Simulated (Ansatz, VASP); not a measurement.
**TiBr2 in two plane-wave programs**

One calculation is typed for both programs; each brings its own data sets. How far apart do they land? The structure shown is the start of the Ansatz relaxation below; VASP solves that cell, so the two are compared at the walk's first step.

Main program and level: Ansatz 0.2.0; plane waves, with VASP 6.6.1 beside it; single point at LDA.

**1. Set-up**

The cell holds 3 atoms: 1 Ti and 2 Br. Its edges and angles: a = 3.696 Å, b = 3.696 Å, c = 30.018 Å, α = 90.0°, β = 90.0°, γ = 120.0°. Vacuum lies along c. The height across the vacuum is the one that the program set for its solve, not the one typed.

**2. Ansatz: relaxation, LDA**

Ansatz runs on its default PAW (the set named soft_2) files.

The two programs are compared at the cell with which this relaxation starts, whose forces are those of its first step.

File input.yaml:

```yaml
crystal:
  lattice:
    - [3.696, 0.0, 0.0]
    - [-1.848, 3.2008298924, 0.0]
    - [0.0, 0.0, 19.1087798249]
  atoms:
    - { symbol: Ti, position: [0.0, 0.0, 0.5] }
    - { symbol: Br, position: [0.3333333333, 0.6666666667, 0.5813442787] }
    - { symbol: Br, position: [0.6666666667, 0.3333333333, 0.4186557213] }
  periodic: [true, true, false]
kpoints:
  mp_grid: { grid: [6, 6, 1] }
hamiltonian:
  xc: lda
scf:
  occupations: { method: fermi_dirac, width: 0.02 }
relax:
  f_tol: 0.01
  max_steps: 80
  cell: {}
output:
  write_density: true
  write_potential: true
  elf: true
  volumetric_format: npy
```

Started as:

```sh
$ ansatz run input.yaml --threads 8 --pin off --max-ram 14745MiB --backend cpu --events-out ev --progress --plain --runs-dir out
```

Numbers of over 12 decimals in the logs are rounded to 6 here.

The program printed:

```text
Warning: crystal.periodic: the lattice vector that does not repeat stood 0.000° off the slab's normal, 19.109 Å along it as the deck builds it. The run solves the slab on a vector along the normal, 30.018 Å long, with every atom where it was (on the deck's vector they left 16.00 Å outside them, and the widest stretch free of ions among them is 1.55 Å). A fractional position that the run reports is one of the run's ce [...]
crystal.periodic: the lattice vector that does not repeat stood 0.000° off the slab's normal, 19.109 Å along it as the deck builds it. The run solves the slab on a vector along the normal, 30.018 Å long, with every atom where it was (on the deck's vector they left 16.00 Å outside them, and the widest stretch free of ions among them is 1.55 Å). A fractional position that the run reports is one of the run's cell, which [...]
Engine: ansatz 0.2.0, aarch64-unknown-linux-gnu
Pseudopotentials: kind: paw
Pseudopotential: Ti, paw, valence charge 12, recommended cutoff 420 eV (normal), Ti.paw.azcp
Pseudopotential: Br, paw, valence charge 7, recommended cutoff 420 eV (normal), Br.paw.azcp
Functional definition: SPW92
  exchange = slater_x
  correlation = pw_c
Crystal: 3 atoms, lattice volume = 355.116 Å³
Basis set: ecut = 420 eV, 6977 PW (Γ)
Bands: 17, of which v1, the nominal top of the filled ones, is band 13 counted from 1 (12 counted from 0)
Symmetry: 12 space group operations
Space group: P-3m1 (ITA 164), of the structure as read, at distance tolerance 7.1e-5 Å
k-points: 7 of 36
Non-local potential: Ti, projectors of the file, l = 0: 3, l = 1: 2, l = 2: 3, l = 3: 1
Non-local potential: Br, projectors of the file, l = 0: 2, l = 1: 2, l = 2: 2
PAW form: soft (Blöchl's): semilocal exchange-correlation on the pseudo side does not see the compensation charge
PAW frozen core: Ti, regenerated for the run's functional, and the local potential with it (the file was generated under x = pbe(κ = 0.804, μ = 0.219515), c = pbe(β = 0.066725))
PAW frozen core: Br, regenerated for the run's functional, and the local potential with it (the file was generated under x = pbe(κ = 0.804, μ = 0.219515), c = pbe(β = 0.066725))
PAW one-centre angular grid: Ti, 590 points (default); XC on 64 Gauss nodes
PAW one-centre angular grid: Br, 110 points (default); XC on 64 Gauss nodes
Initial density: superposition of atomic densities (neutral atoms: chi_scale 0, normalization atom), corrected by the library's trained network
Initial wavefunctions: pseudopotential atomic-orbital guess
Functional: x = slater, c = lda
SCF iter   1: F=—  HF=-7841.016153 eV  |F-HF|=—  |Δ(HF+E_count)|=         —  Δρ=2.04e-3  dr2=2.37e-2  ethr=1.77e-3  ⟨swp⟩=14.3  Hψ=1101  notcnv=0
preconditioner: auto → LDOS  [metal: Δε(μ)=0.033 eV  Ē_g=8.178 eV  σ=0.020 eV  W_gap=0.38  n_scr=16 (ndim 8)  ℏωp=8.3 eV  f_vac=0.766  D(μ)=7.04/eV (n_scr^D=18)  β→1.0]
[...]
SCF iter   1: F=—  HF=-7841.316328 eV  |F-HF|=—  |Δ(HF+E_count)|=         —  Δρ=3.34e-4  dr2=3.30e-4  ethr=9.75e-7  ⟨swp⟩=4.3  Hψ=1209  notcnv=0
preconditioner: auto → LDOS  [metal: Δε(μ)=0.051 eV  Ē_g=8.682 eV  σ=0.020 eV  W_gap=0.48  n_scr=16 (ndim 8)  ℏωp=9.2 eV  f_vac=0.755  D(μ)=5.51/eV (n_scr^D=16)  β→1.0]
SCF iter   2: F=—  HF=-7841.316256 eV  |F-HF|=—  |Δ(HF+E_count)|=   7.23e-5  Δρ=1.42e-4  dr2=8.13e-5  ethr=9.75e-7  ⟨swp⟩=2.9  Hψ=234  notcnv=0
SCF iter   3: F=—  HF=-7841.316337 eV  |F-HF|=—  |Δ(HF+E_count)|=   8.09e-5  Δρ=1.39e-4  dr2=5.92e-5  ethr=3.13e-7  ⟨swp⟩=2.4  Hψ=201  notcnv=0
SCF iter   4: F=—  HF=-7841.316325 eV  |F-HF|=—  |Δ(HF+E_count)|=   1.19e-5  Δρ=4.96e-5  dr2=1.40e-5  ethr=2.28e-7  ⟨swp⟩=3.0  Hψ=233  notcnv=0
SCF iter   5: F=—  HF=-7841.316325 eV  |F-HF|=—  |Δ(HF+E_count)|=   5.36e-7  Δρ=1.15e-5  dr2=1.21e-6  ethr=5.38e-8  ⟨swp⟩=2.4  Hψ=151  notcnv=0
SCF iter   6: F=-7841.316325 eV  HF=-7841.316325 eV  |F-HF|=9.69e-8  |Δ(HF+E_count)|=   5.97e-8  Δρ=4.57e-6  dr2=7.21e-8  ethr=6.76e-10  ⟨swp⟩=12.9  Hψ=1283  notcnv=0
SCF 5 converged in 6 iterations: F = -7841.316325 eV  dr2 = 7.21e-8
relax step   5: F+E_penalty+E_count = -7841.31632536 eV  Δ(F+E_penalty+E_count) = -8.370e-4 eV  max|allowed force component| = 1.424e-3 eV/Å  Δτ_max = 0.0105 Å  P = -0.010 N/m  Ω = 295.458 Å³  energy of the carried Pulay correction = +2.934e-3 eV  fix = [c, alpha, beta]  reactions: c -0.000 N/m  (6 SCF iters, dr2 threshold 1.76e-7 eV, accepted)
Initial wavefunctions: pseudopotential atomic-orbital guess (no wavefunctions were taken with the density)
iter 1 solved again at ethr=1.52e-7 eV; its pass at ethr=3.10e-3 eV (dr2=3.96e-5 eV) is discarded
SCF iter   1: F=—  HF=-7841.313989 eV  |F-HF|=—  |Δ(HF+E_count)|=         —  Δρ=8.44e-5  dr2=2.68e-6  ethr=1.52e-7  ⟨swp⟩=7.1  Hψ=1736  notcnv=0
preconditioner: auto → LDOS  [metal: Δε(μ)=0.052 eV  Ē_g=8.670 eV  σ=0.020 eV  W_gap=0.48  n_scr=16 (ndim 8)  ℏωp=9.2 eV  f_vac=0.755  D(μ)=5.46/eV (n_scr^D=16)  β→1.0]
SCF iter   2: F=—  HF=-7841.313991 eV  |F-HF|=—  |Δ(HF+E_count)|=   1.85e-6  Δρ=1.85e-5  dr2=1.55e-6  ethr=1.03e-8  ⟨swp⟩=2.9  Hψ=249  notcnv=0
SCF iter   3: F=—  HF=-7841.313991 eV  |F-HF|=—  |Δ(HF+E_count)|=   3.63e-7  Δρ=7.74e-6  dr2=4.01e-7  ethr=5.95e-9  ⟨swp⟩=3.0  Hψ=203  notcnv=0
SCF iter   4: F=—  HF=-7841.313991 eV  |F-HF|=—  |Δ(HF+E_count)|=   1.70e-7  Δρ=7.45e-6  dr2=2.30e-7  ethr=1.54e-9  ⟨swp⟩=2.4  Hψ=196  notcnv=0
SCF iter   5: F=—  HF=-7841.313991 eV  |F-HF|=—  |Δ(HF+E_count)|=   3.66e-8  Δρ=2.72e-6  dr2=2.92e-8  ethr=8.83e-10  ⟨swp⟩=3.0  Hψ=212  notcnv=0
SCF iter   6: F=—  HF=-7841.313991 eV  |F-HF|=—  |Δ(HF+E_count)|=   2.72e-9  Δρ=4.56e-7  dr2=1.04e-9  ethr=1.12e-10  ⟨swp⟩=2.6  Hψ=197  notcnv=0
SCF iter   7: F=—  HF=-7841.313991 eV  |F-HF|=—  |Δ(HF+E_count)|=   1.39e-9  Δρ=1.85e-7  dr2=1.73e-10  ethr=3.98e-12  ⟨swp⟩=2.9  Hψ=211  notcnv=0
SCF iter   8: F=-7841.313991 eV  HF=-7841.313991 eV  |F-HF|=6.18e-11  |Δ(HF+E_count)|=  3.97e-10  Δρ=3.52e-8  dr2=2.84e-12  ethr=1.00e-12  ⟨swp⟩=9.1  Hψ=935  notcnv=0
SCF 6 converged in 8 iterations: F = -7841.313991 eV  dr2 = 2.84e-12
relax step   6: F+E_penalty+E_count = -7841.31399069 eV  Δ(F+E_penalty+E_count) = +2.335e-3 eV  max|allowed force component| = 1.468e-3 eV/Å  Δτ_max = 0.0000 Å  P = -0.021 N/m  Ω = 295.458 Å³  fix = [c, alpha, beta]  reactions: c -0.000 N/m  stress off target by 2.07e-2 N/m on what of the cell is left free  SCF on the basis re-selected at this cell (its energy is not comparable with the rows above)  (8 SCF iters)
basis re-selected at this cell: Δ(F+E_penalty+E_count) = +2.335e-3 eV, ΔP = -0.011 N/m vs the last step (what re-selecting the basis moved, of the pressure what is left beyond the Pulay correction that the steps carried, after the strain that the cell walked since its last selection, with what the two solves' SCF thresholds leave and, on support functions, any second-order correction that the steps lacked; it is no measure of the basis error at this ecutwfc). The dense FFT grid was sized anew with the basis: this SCF ran on 24×24×216 points, the steps before it on 25×25×216, so part of this shift can come from that change (see relax.cell in the input reference). [rest of the remark cut]
WARN: The output density's exchange-correlation potential varies sharply where the density is thin. Do not read a vacuum level from v_tot or v_xc, or from such a field of the output density. On a cell that repeats whose density bears no net charge and no dipole along the vacuum's axis use v_es (v_loc + v_h of the components); under efield.dipole_correction with no amplitude use v_es + v_field, which holds any externa [...]
SCF converged after 8 iterations
Free energy (F): -7841.313991 eV
Harris-Foulkes:  -7841.313991 eV  (|F-HF|=6.18e-11)
Internal energy: -7841.307400 eV  (E = F + TS)
E sigma→0 (E₀):  -7841.310696 eV
Entropy (-TS):   -0.006590 eV (-2.197 meV/atom)
Fermi energy:    -4.046600 eV
--- Per-component energies (eV) ---
  E_band       = -549.967527
  E_kinetic    = 544.552850
  E_local      = -38471.627619  (includes V_loc(G=0)·N_el)
  E_nonlocal   = 157.817591
  E_hartree    = 18875.052672
  E_xc         = -620.876576
  E_vxc        = -333.656753  (∫ρ·V_xc dr)
  E_paw        = -5321.443234  (= ΣΔE_a)
  E_vpaw       = -197.158824  (= ΣTr[D̂ρ^β])
  E_aug_tail   = 0.000098  (compensation charges beyond the density's cutoff)
  E_ewald      = 16994.477845
  E_core_change = 0.738973  (= ΣΔE_core)
  E_smearing   = -0.006590  (= −TS)
  E_closure    = -0.000000  (closes the sum)
  Σ components = -7841.313991   (vs F -7841.313991, Δ=0.00e0)
--- Forces (eV/Å), atoms counted from 1 ---
  atom   1  Ti    -0.00000000     0.00000000     0.00000000
  atom   2  Br     0.00000000    -0.00000000     0.00146812
  atom   3  Br     0.00000000     0.00000000    -0.00146812
  max |Σ_I F_I| component: 8.82e-24 eV/Å
--- 2D stress c σ (N/m, compression-positive) ---
       -0.020705       0.000000      -0.000000
        0.000000      -0.020705      -0.000000
       -0.000000      -0.000000      -0.000000
  P = ½ c Tr σ = -0.0207 N/m
--- Band table (eV; the first three rows and the last of 7) ---
  k-point 0: bands = [... 9 lower, -7.7700, -6.4893, -6.4893, -4.4151, -3.8853, -3.8853, -2.2871, -2.2871]
  k-point 1: bands = [... 9 lower, -8.0990, -7.8595, -6.9701, -4.4019, -3.7711, -3.4895, -2.6540, -2.2561]
  k-point 2: bands = [... 9 lower, -8.6586, -8.1717, -7.5257, -4.9533, -3.0757, -2.9324, -2.0874, -2.0741]
  k-point 6: bands = [... 9 lower, -9.5648, -9.0068, -9.0068, -3.4461, -3.4461, -2.9160, -1.9546, -1.9546]
  the weakly bound empty levels are not read free of the cell's end (no_gap_told)
--- Relaxed structure (5 steps of the walk, 5 accepted, 1 SCFs on fresh bases) ---
  F+E_penalty+E_count = -7841.31399069 eV   max|allowed force component| = 1.468e-3 eV/Å   (the final SCF, on the basis selected at the relaxed cell)
  cell:  # Å, volume = 295.4575 Å³
    - [3.371278, 0, 0]
    - [-1.685639, 2.919612, 0]
    - [0, 0, 30.017560]
  atoms:
    - { symbol: Ti, position: [0, 0, 0.318293] }
    - { symbol: Br, position: [0.333333, 0.666667, 0.373991] }
    - { symbol: Br, position: [0.666667, 0.333333, 0.262595] }
```

In the SCF lines HF is the Harris–Foulkes energy and dr2 the Hartree energy of the density residual, in eV; the loop may stop once dr2 is under the threshold and the program's other checks hold. Hψ counts applications of the Hamiltonian.

**3. VASP: single point, LDA, start cell**

The same cell, functional (in two slightly different forms), mesh and smearing now go to VASP, with its own data sets.

Lines of VASP's logs that name or quote its potential files are left out, and so is its time.

File INCAR:

```
SYSTEM = TiBr2
PREC = Accurate
ENCUT = 400
EDIFF = 1E-06
NELM = 120
ISMEAR = -1
SIGMA = 0.02
LREAL = .FALSE.
ALGO = Normal
GGA = CA
NBANDS = 19
LASPH = .TRUE.
LORBIT = 11
LWAVE = .FALSE.
LCHARG = .FALSE.
ISIF = 2
LDIPOL = .TRUE.
IDIPOL = 3
DIPOL = 0.5 0.5 0.318
LVHAR = .TRUE.
GGA_COMPAT = .FALSE.
NELMDL = -8
```

File POSCAR:

```
TiBr2
1.0
    3.6960000000      0.0000000000      0.0000000000
   -1.8480000000      3.2008300000      0.0000000000
    0.0000000000      0.0000000000     30.0175600000
Ti Br
1 2
Direct
    0.0000000000      0.0000000000      0.3182933590
    0.3333333854      0.6666667708      0.3700760488
    0.6666666146      0.3333332292      0.2665106691
```

File KPOINTS:

```
Automatic mesh
0
Gamma
6 6 1
0 0 0
```

The projector-augmented-wave data sets are Ti_sv and Br (LDA family, release 64).

Started as:

```sh
$ mpirun -np 1 vasp_std
```

The program printed:

```text
[banner, memory and clock lines left out]
running    1 mpi-ranks, on    1 nodes
 distrk:  each k-point on    1 cores,    1 groups
 distr:  one band on    1 cores,    1 groups

 POSCAR found type information on POSCAR TiBr
 POSCAR found :  2 types and       3 ions
 LDA part: xc-table for (Slater(with rela. corr.)+CA(PZ))
 , standard interpolation
 POSCAR, INCAR and KPOINTS ok, starting setup
 FFT: planning ... GRIDC
 FFT: planning ... GRID_SOFT
 FFT: planning ... GRID
 WAVECAR not read
 entering main loop
       N       E                     dE             d eps       ncg     rms          rms(c)
DAV:   1     0.189597316170E+03    0.18960E+03   -0.10128E+04   322   0.838E+02
DAV:   2     0.130931035521E+02   -0.17650E+03   -0.17359E+03   345   0.232E+02
DAV:   3    -0.156223175755E+02   -0.28715E+02   -0.28535E+02   433   0.864E+01
DAV:   4    -0.168496529559E+02   -0.12273E+01   -0.12156E+01   380   0.178E+01
DAV:   5    -0.169365689903E+02   -0.86916E-01   -0.86845E-01   420   0.337E+00
DAV:   6    -0.169371509452E+02   -0.58195E-03   -0.58186E-03   377   0.379E-01
DAV:   7    -0.169371651573E+02   -0.14212E-04   -0.14212E-04   404   0.522E-02
DAV:   8    -0.169371654139E+02   -0.25653E-06   -0.25635E-06   377   0.549E-03    0.882E+00
DAV:   9    -0.159765759692E+02    0.96059E+00   -0.76178E+00   304   0.226E+01    0.371E+00
DAV:  10    -0.158696450432E+02    0.10693E+00   -0.93567E-01   325   0.872E+00    0.202E+00
DAV:  11    -0.158418622144E+02    0.27783E-01   -0.12833E-01   324   0.257E+00    0.329E-01
DAV:  12    -0.158407937601E+02    0.10685E-02   -0.76274E-03   372   0.716E-01    0.216E-01
DAV:  13    -0.158404589389E+02    0.33482E-03   -0.58209E-04   372   0.163E-01    0.860E-02
DAV:  14    -0.158405657054E+02   -0.10677E-03   -0.40247E-04   334   0.146E-01    0.247E-02
[...]
DAV:  19    -0.158416445397E+02   -0.91450E-04   -0.36151E-06   298   0.682E-03    0.205E-03
DAV:  20    -0.158416778948E+02   -0.33355E-04   -0.14558E-06   297   0.402E-03    0.340E-03
DAV:  21    -0.158416900283E+02   -0.12133E-04   -0.65231E-07   273   0.288E-03    0.193E-03
DAV:  22    -0.158417007617E+02   -0.10733E-04   -0.35357E-07   246   0.179E-03    0.369E-04
DAV:  23    -0.158417044617E+02   -0.37000E-05   -0.62617E-08   228   0.777E-04    0.400E-04
DAV:  24    -0.158417093309E+02   -0.48692E-05   -0.21716E-07   215   0.109E-03    0.249E-04
DAV:  25    -0.158417105530E+02   -0.12221E-05   -0.25674E-08   217   0.560E-04    0.325E-04
DAV:  26    -0.158417111271E+02   -0.57414E-06   -0.12807E-08   192   0.431E-04
   1 F= -.15841711E+02 E0= -.15837404E+02  d E =-.861337E-02
```

OUTCAR, selected parts (step 3):

```text
ion  position               nearest neighbor table
   1  0.000  0.000  0.318-   2 2.64   2 2.64   3 2.64   3 2.64   2 2.64   3 2.64
   2  0.333  0.667  0.370-   1 2.64   1 2.64   1 2.64
   3  0.667  0.333  0.267-   1 2.64   1 2.64   1 2.64

  LATTYP: Found a hexagonal cell.
 ALAT       =     3.6960000000
 C/A-ratio  =     8.1216341991

 Subroutine GETGRP returns: Found 12 space group operations
 (whereof  6 operations were pure point group operations)

The static configuration has the point symmetry C_3v.
 The point group associated with its full space group is D_3d.

 Found      7 irreducible k-points:

   k-points           NKPTS =      7   k-points in BZ     NKDIM =      7   number of bands    NBANDS=     19

   dimension x,y,z NGX =    24 NGY =   24 NGZ =  196
   dimension x,y,z NGXF=    48 NGYF=   48 NGZF=  392

   ENCUT  =  400.0 eV  29.40 Ry    5.42 a.u.   6.03  6.03 48.95*2*pi/ulx,y,z

   NELECT =      26.0000    total number of electrons

 k-points in reciprocal lattice and weights: Automatic mesh
   0.00000000  0.00000000  0.00000000       0.028
   0.16666667  0.00000000  0.00000000       0.167
   0.33333333  0.00000000  0.00000000       0.167
   0.50000000  0.00000000  0.00000000       0.083
   0.16666667  0.16666667  0.00000000       0.167
   0.33333333  0.16666667  0.00000000       0.333
   0.33333333  0.33333333  0.00000000       0.056

 dipolmoment           0.000000      0.000000      0.000003 electrons x Angstroem

 average (electrostatic) potential at core
       1 -83.8001       2 -75.5526       3 -75.5526

 E-fermi :  -2.1035

 k-point     1 :       0.0000    0.0000    0.0000
  band No.  band energies     occupation
    ...
     10      -6.4066      2.00000
     11      -5.4199      2.00000
     12      -5.4199      2.00000
     13      -2.2039      1.98690
     14      -2.2039      1.98690
     15      -2.0368      0.06871
     16      -0.6377      0.00000
     17      -0.6377      0.00000
     18       0.0515      0.00000
     19       1.1338      0.00000

 k-point     2 :       0.1667    0.0000    0.0000
  band No.  band energies     occupation
    ...
      9      -6.6459      2.00000
     10      -6.5138      2.00000
     11      -6.1081      2.00000
     12      -5.7457      2.00000
     13      -2.3547      1.99999
     14      -1.8961      0.00006
     15      -1.7675      0.00000
     16      -1.0006      0.00000
     17      -0.6573      0.00000
     18       0.9780      0.00000
    ...

 k-point     3 :       0.3333    0.0000    0.0000
  band No.  band energies     occupation
    ...
      9      -7.4304      2.00000
     10      -6.7100      2.00000
     11      -6.4294      2.00000
     12      -6.2227      2.00000
     13      -2.7209      2.00000
     14      -1.5025      0.00000
     15      -1.3742      0.00000
     16      -0.5886      0.00000
     17      -0.5219      0.00000
     18       1.7854      0.00000
    ...

  Total       -3.4205281     -3.4205283     -1.0055019      0.0000000      0.0000000     -0.0000000
  in kB      -15.4324111    -15.4324121     -4.5365273      0.0000000      0.0000000     -0.0000000
  external PRESSURE =     -11.8004502 kB  Pullay stress =       0.0000000 kB

  energy-cutoff  :      400.00
  volume of cell :      355.12
      direct lattice vectors                 reciprocal lattice vectors
     3.696000000  0.000000000  0.000000000     0.270562771  0.156209483  0.000000000
    -1.848000000  3.200830000  0.000000000     0.000000000  0.312418966  0.000000000
     0.000000000  0.000000000 30.017560000     0.000000000  0.000000000  0.033313834

 POSITION                                       TOTAL-FORCE (eV/Angst)
 -----------------------------------------------------------------------------------
      0.00000      0.00000      9.55439        -0.000000     -0.000000      0.000000
      0.00000      2.13389     11.10878        -0.000000     -0.000000     -0.298463
      1.84800      1.06694      8.00000         0.000000      0.000000      0.298463
 -----------------------------------------------------------------------------------
    total drift:                               -0.000000      0.000000      0.000152

  FREE ENERGIE OF THE ION-ELECTRON SYSTEM (eV)
  ---------------------------------------------------
  free  energy   TOTEN  =       -15.8417111271 eV

  energy  without entropy=      -15.8330977548  energy(sigma->0) =      -15.83740444

 vacuum level on the upper side and lower side of the slab         1.884         1.884

 total charge
# of ion       s       p       d       tot
------------------------------------------
    1        2.126   6.072   1.982  10.180
    2        1.610   3.236   0.037   4.882
    3        1.610   3.236   0.037   4.882
--------------------------------------------------
tot          5.345  12.543   2.057  19.945

[... 3 further parts left out ...]
```

**4. Differences**

Known differences besides the potentials themselves: the two LDA forms differ slightly; Ansatz cuts the interaction across the vacuum, VASP repeats the sheet with a dipole correction; the cutoff is 420 eV in Ansatz and 400 eV in VASP; VASP's log shows a relativistic correction to its local exchange, Ansatz's none. Total energies have different zeros and are not compared.

Forces (eV/Å; atoms numbered as in POSCAR):

```csv
atom,"Ansatz x, y, z","VASP x, y, z"
Ti1,"0.000, 0.000, 0.000","0.000, 0.000, 0.000"
Br2,"0.000, 0.000, -0.323","0.000, 0.000, -0.298"
Br3,"0.000, 0.000, 0.323","0.000, 0.000, 0.298"
```

The forces differ by 11 meV/Å r.m.s., which is 8.2 % of the r.m.s. force of 0.141 eV/Å (both taken over all components). With vacuum in the cell, a pressure given here is an average over mostly empty space and none of the material.

**5. Outcome**

```yaml
r_m_s_force_difference_single_point_lda_start_cell: 11 meV/Å
```

**Reading.** The r.m.s. force difference is 11 meV/Å (single point, LDA, start cell), at about the 12 meV/Å picked in this series as the mark of a large difference. 1 further run of this series is not shown here. How closely two codes agree says nothing of how well the functional describes the real material.

[Lines on the potential files, build, host, timing and source positions are cut from VASP's logs without a mark.]

[Logs are printed without paths, hosts, clocks, repeated set-up lines and the standing remarks that a program may print on its own settings, such as how far it seeks lower states.]

[Hosts, paths, dates, database ids (printed as entryN), source tags and the programs' standing remarks are cut or masked in the printed files.]
